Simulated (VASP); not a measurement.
Level of theory: r2SCAN meta-GGA, VASP's PBE PAW potentials (set 64) (plane waves; VASP).

Input for VASP

KPOINTS:
```
kpoints
0
gamma
  11 11 11
0 0 0
```

INCAR:
```
# general
SYSTEM =PdIn
PREC   =Accurate
ENCUT  =520
LREAL  =F
LASPH  =T

# electronic loop
EDIFF  =1E-7
NELM   =100
ALGO   =Normal
LMAXMIX=4
LMIXTAU=T

# smearing
ISMEAR =1
SIGMA  =0.1

# functional
METAGGA=R2SCAN

# ions
ISIF   =2

# output
LWAVE  =F
LCHARG =F
```

File POSCAR:
```
PdIn
1
    3.2403070922     0.0000000000     0.0000000000
    0.0000000000     3.2403070922     0.0000000000
    0.0000000000     0.0000000000     3.2403070922
In Pd
1 1
Direct
  0.5000000000   0.5000000000   0.5000000000
  0.0000000000   0.0000000000   0.0000000000
```

POTCAR, in this order: In_d Pd (PBE.64 set). Program: vasp_std.

The run wrote:

**OUTCAR**
```
 ion  position               nearest neighbor table
   1  0.500  0.500  0.500-   2 2.81   2 2.81   2 2.81   2 2.81   2 2.81   2 2.81   2 2.81   2 2.81
  LATTYP: Found a simple cubic cell.
 ALAT       =     3.2403070922
 Subroutine PRICEL returns:
 Original cell was already a primitive cell.
 Subroutine GETGRP returns: Found 48 space group operations
The static configuration has the point symmetry O_h .
The dynamic configuration has the point symmetry O_h .
 Subroutine INISYM returns: Found 48 space group operations
 Subroutine IBZKPT returns following result:
 Found     56 irreducible k-points:

 Following reciprocal coordinates:
            Coordinates               Weight
  0.000000  0.000000  0.000000      1.000000
  0.090909  0.000000  0.000000      6.000000
  0.181818  0.000000  0.000000      6.000000
  0.272727  0.000000  0.000000      6.000000
  0.363636  0.000000  0.000000      6.000000
  0.454545  0.000000  0.000000      6.000000
  0.090909  0.090909  0.000000     12.000000
  0.181818  0.090909  0.000000     24.000000
  0.272727  0.090909  0.000000     24.000000
  0.363636  0.090909  0.000000     24.000000
  0.454545  0.090909  0.000000     24.000000
  0.181818  0.181818  0.000000     12.000000
  0.272727  0.181818  0.000000     24.000000
  0.363636  0.181818  0.000000     24.000000
  0.454545  0.181818  0.000000     24.000000
  0.272727  0.272727  0.000000     12.000000
  0.363636  0.272727  0.000000     24.000000
  0.454545  0.272727  0.000000     24.000000
  0.363636  0.363636  0.000000     12.000000
  0.454545  0.363636  0.000000     24.000000
  0.454545  0.454545  0.000000     12.000000
  0.090909  0.090909  0.090909      8.000000
  0.181818  0.090909  0.090909     24.000000
  0.272727  0.090909  0.090909     24.000000
  0.363636  0.090909  0.090909     24.000000
...
```

### OSZICAR
```
       N       E                     dE             d eps       ncg     rms          rms(c)
DAV:   1     0.128494528346E+03    0.12849E+03   -0.11775E+04  1688   0.207E+03
DAV:   2    -0.440382766511E+02   -0.17253E+03   -0.16821E+03  1785   0.427E+02
DAV:   3    -0.518909264463E+02   -0.78526E+01   -0.78023E+01  2065   0.976E+01
DAV:   4    -0.520463280368E+02   -0.15540E+00   -0.15538E+00  2135   0.128E+01
DAV:   5    -0.520533760322E+02   -0.70480E-02   -0.70479E-02  2458   0.241E+00    0.934E+00
DAV:   6    -0.467196909219E+02    0.53337E+01   -0.48071E+00  1827   0.364E+01    0.405E+00
DAV:   7    -0.465924392272E+02    0.12725E+00   -0.52532E-01  1876   0.948E+00    0.265E+00
DAV:   8    -0.466189955234E+02   -0.26556E-01   -0.14836E-01  1897   0.354E+00    0.135E+00
DAV:   9    -0.466250281486E+02   -0.60326E-02   -0.68665E-02  1834   0.317E+00    0.392E-01
DAV:  10    -0.466328653522E+02   -0.78372E-02   -0.22181E-02  1925   0.191E+00    0.226E-01
DAV:  11    -0.466308980182E+02    0.19673E-02   -0.10156E-02  1778   0.116E+00    0.254E-01
DAV:  12    -0.466343827976E+02   -0.34848E-02   -0.31470E-03  1799   0.614E-01    0.727E-02
DAV:  13    -0.466343855907E+02   -0.27931E-05   -0.53871E-05  2389   0.669E-02    0.971E-02
DAV:  14    -0.466345145330E+02   -0.12894E-03   -0.29841E-04  1813   0.222E-01    0.134E-01
DAV:  15    -0.466345432054E+02   -0.28672E-04   -0.23008E-05  1862   0.570E-02    0.112E-01
DAV:  16    -0.466345448351E+02   -0.16297E-05   -0.52096E-06  2170   0.254E-02    0.108E-01
DAV:  17    -0.466345496414E+02   -0.48062E-05   -0.36336E-06  1834   0.225E-02    0.897E-02
DAV:  18    -0.466345497199E+02   -0.78584E-07   -0.83740E-08  1540   0.317E-03
   1 F= -.46634550E+02 E0= -.46634115E+02  d E =-.130552E-02
```

### OUTCAR
```
------------------------ aborting loop because EDIFF is reached ----------------------------------------
  FORCE on cell =-STRESS in cart. coord.  units (eV):
  Direction    XX          YY          ZZ          XY          YZ          ZX
  --------------------------------------------------------------------------------------
  Total        0.8757037      0.8757037      0.8757037     -0.0000000     -0.0000000      0.0000000
  in kB       41.2391052     41.2391052     41.2391052     -0.0000000     -0.0000000      0.0000000
  external PRESSURE =      41.2391052 kB  Pullay stress =       0.0000000 kB
  volume of cell :       34.02
      direct lattice vectors                 reciprocal lattice vectors
     3.240307092  0.000000000  0.000000000     0.308612725  0.000000000  0.000000000
     0.000000000  3.240307092  0.000000000     0.000000000  0.308612725  0.000000000
     0.000000000  0.000000000  3.240307092     0.000000000  0.000000000  0.308612725
 POSITION                                       TOTAL-FORCE (eV/Angst)
 -----------------------------------------------------------------------------------
      1.62015      1.62015      1.62015         0.000000      0.000000      0.000000
      0.00000      0.00000      0.00000         0.000000      0.000000      0.000000
 -----------------------------------------------------------------------------------
    total drift:                                0.000000      0.000000     -0.000000
  FREE ENERGIE OF THE ION-ELECTRON SYSTEM (eV)
  ---------------------------------------------------
  free  energy   TOTEN  =       -46.6345497199 eV

  energy  without entropy=      -46.6332442029  energy(sigma->0) =      -46.63411455
```
(Selected blocks of OUTCAR.)

The compound is PdIn in the CsCl type structure. This cell is one point of a volume scan, at 0.97 of the reference volume. The electron count is odd and the run is not spin-polarised, which forces a metal.
